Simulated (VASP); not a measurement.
```
CELL_PARAMETERS angstrom
      4.12163     0.00000     0.00000
      0.00000     4.12163     0.00000
      0.00000     0.00000     4.12163
ATOMIC_POSITIONS crystal
  Ag 0.50000 0.50000 0.50000
  Au 0.50000 0.00000 0.00000
  Au 0.00000 0.50000 0.00000
  Au 0.00000 0.00000 0.50000
```

Calculation: LDA (Ceperley-Alder, Perdew-Zunger), VASP's LDA PAW potentials (set 64) (plane waves; VASP). Settings: 300 eV cut-off, 6×6×6 Γ-centred mesh, Fermi-Dirac smearing of 0.10 eV, potentials Ag Au.

Give the energies of bands 12 to 25 at the high-symmetry points, in eV from the Fermi level.

```
band      Γ      X      M      R
----  -----  -----  -----  -----
12    -3.23  -3.80  -4.60  -4.53
13    -2.24  -3.54  -3.94  -2.29
14    -2.24  -3.54  -3.60  -2.29
15    -2.10  -3.35  -3.60  -2.29
16    -2.10  -3.30  -3.60  -2.24
17    -2.10  -3.30  -3.33  -2.24
18    -1.93  -3.16  -3.33  -1.89
19    -1.59  -2.88  -3.06  -1.89
20    -1.59  -2.50  -3.02  -1.89
21    -1.59  -2.11  -0.93  -0.79
22     1.23  -1.59  -0.23  -0.66
23     1.23   4.65  -0.23  -0.66
24     1.23   5.58  -0.03  -0.66
25     5.32   5.90   8.33   2.65
```

It has no gap at this level: it comes out as a metal or semimetal.

The structure comes from a computed database's AgAu3 entry (Pm-3m); how it stands against other phases isn't given here. The cell was not relaxed at this level.
